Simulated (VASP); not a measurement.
Data:

```
CELL_PARAMETERS angstrom
      0.00000     2.96797     2.96797
      2.96797     0.00000     2.96797
      2.96797     2.96797     0.00000
ATOMIC_POSITIONS crystal
  Mg 0.00000 0.00000 0.00000
  Se 0.25000 0.25000 0.25000
```

The numbers are results of PBEsol GGA, VASP's PBE PAW potentials (set 64) (plane waves; VASP), not measurements. Numerical set-up: 500 eV cut-off, 8×8×8 Γ-centred mesh, Gaussian smearing of 0.050 eV, potentials Mg Se.

Q: What does the run give for the energy per atom (σ→0), band gap (on the k-mesh) with the smallest direct gap where there is one?

A: 
The band gap (on the k-mesh) comes out as 2.52 eV and the smallest direct gap (on the k-mesh) is 2.52 eV. The energy per atom (σ→0) is -386.2 kJ/mol of atoms.

Only differences to runs with the same potentials and settings are physical.

The structure was generated: MgSe was put into the zinc blende type (F-43m), which need not be its known phase. It was relaxed first.
